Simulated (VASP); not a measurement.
A convergence study with VASP on CaSe (rock salt): one setting is varied, all else stays as given below, so the limit is that of these other settings.

```
CELL_PARAMETERS angstrom
      0.00000     2.96000     2.96000
      2.96000     0.00000     2.96000
      2.96000     2.96000     0.00000
ATOMIC_POSITIONS crystal
  Ca 0.00000 0.00000 0.00000
  Se 0.50000 0.50000 0.50000
```

Computed with PBE GGA, VASP's PBE PAW potentials (set 64) (plane waves; VASP). The tightest run used: 550 eV cut-off, 17×17×17 Γ-centred mesh, tetrahedra with Blöchl corrections, potentials Ca_sv Se.

Gaps are read on the run's mesh, which can miss a band edge.

Question: The settings run are 3×3×3 mesh; 4×4×4 mesh; 5×5×5 mesh; 6×6×6 mesh; 7×7×7 mesh; 8×8×8 mesh; 9×9×9 mesh; 10×10×10 mesh; 11×11×11 mesh; 12×12×12 mesh; 13×13×13 mesh; 14×14×14 mesh; 15×15×15 mesh; 16×16×16 mesh; 17×17×17 mesh. From which on does the stress (every component) stay within 0.2 GPa of the tightest run?

Answer: From 4×4×4 mesh on: it is off by 0.12 there and by no more than 0.2 in any finer run, while 3×3×3 mesh is off by 0.54.
```json
[
 {"setting": "3×3×3 mesh", "E (eV/atom)": "-4.6968", "pressure (GPa)": "1.68", "gap on the mesh (eV)": "2.315", "irreducible k-points": "4", "difference judged (GPa)": "0.54"},
 {"setting": "4×4×4 mesh", "E (eV/atom)": "-4.7328", "pressure (GPa)": "1.26", "gap on the mesh (eV)": "2.020", "irreducible k-points": "8", "difference judged (GPa)": "0.12"},
 {"setting": "5×5×5 mesh", "E (eV/atom)": "-4.7391", "pressure (GPa)": "1.17", "gap on the mesh (eV)": "2.146", "irreducible k-points": "10", "difference judged (GPa)": "0.04"},
 {"setting": "6×6×6 mesh", "E (eV/atom)": "-4.7404", "pressure (GPa)": "1.15", "gap on the mesh (eV)": "2.029", "irreducible k-points": "16", "difference judged (GPa)": "0.01"},
 {"setting": "7×7×7 mesh", "E (eV/atom)": "-4.7408", "pressure (GPa)": "1.14", "gap on the mesh (eV)": "2.091", "irreducible k-points": "20", "difference judged (GPa)": "0.00"},
 {"setting": "8×8×8 mesh", "E (eV/atom)": "-4.7409", "pressure (GPa)": "1.14", "gap on the mesh (eV)": "2.030", "irreducible k-points": "29", "difference judged (GPa)": "0.00"},
 {"setting": "9×9×9 mesh", "E (eV/atom)": "-4.7409", "pressure (GPa)": "1.14", "gap on the mesh (eV)": "2.067", "irreducible k-points": "35", "difference judged (GPa)": "0.00"},
 {"setting": "10×10×10 mesh", "E (eV/atom)": "-4.7409", "pressure (GPa)": "1.14", "gap on the mesh (eV)": "2.030", "irreducible k-points": "47", "difference judged (GPa)": "0.00"},
 {"setting": "11×11×11 mesh", "E (eV/atom)": "-4.7409", "pressure (GPa)": "1.14", "gap on the mesh (eV)": "2.055", "irreducible k-points": "56", "difference judged (GPa)": "0.00"},
 {"setting": "12×12×12 mesh", "E (eV/atom)": "-4.7409", "pressure (GPa)": "1.14", "gap on the mesh (eV)": "2.030", "irreducible k-points": "72", "difference judged (GPa)": "0.00"},
 {"setting": "13×13×13 mesh", "E (eV/atom)": "-4.7409", "pressure (GPa)": "1.14", "gap on the mesh (eV)": "2.048", "irreducible k-points": "84", "difference judged (GPa)": "0.00"},
 {"setting": "14×14×14 mesh", "E (eV/atom)": "-4.7409", "pressure (GPa)": "1.14", "gap on the mesh (eV)": "2.030", "irreducible k-points": "104", "difference judged (GPa)": "0.00"},
 {"setting": "15×15×15 mesh", "E (eV/atom)": "-4.7409", "pressure (GPa)": "1.14", "gap on the mesh (eV)": "2.043", "irreducible k-points": "120", "difference judged (GPa)": "0.00"},
 {"setting": "16×16×16 mesh", "E (eV/atom)": "-4.7409", "pressure (GPa)": "1.14", "gap on the mesh (eV)": "2.030", "irreducible k-points": "145", "difference judged (GPa)": "0.00"},
 {"setting": "17×17×17 mesh", "E (eV/atom)": "-4.7409", "pressure (GPa)": "1.14", "gap on the mesh (eV)": "2.040", "irreducible k-points": "165", "difference judged (GPa)": "0.00"}
]
```

Left out are rungs that failed or repeat a setting and relaxations that didn't move; long series are thinned to 24 rows.

The compound is CaSe in the rock salt structure. The cell was not relaxed at this level.
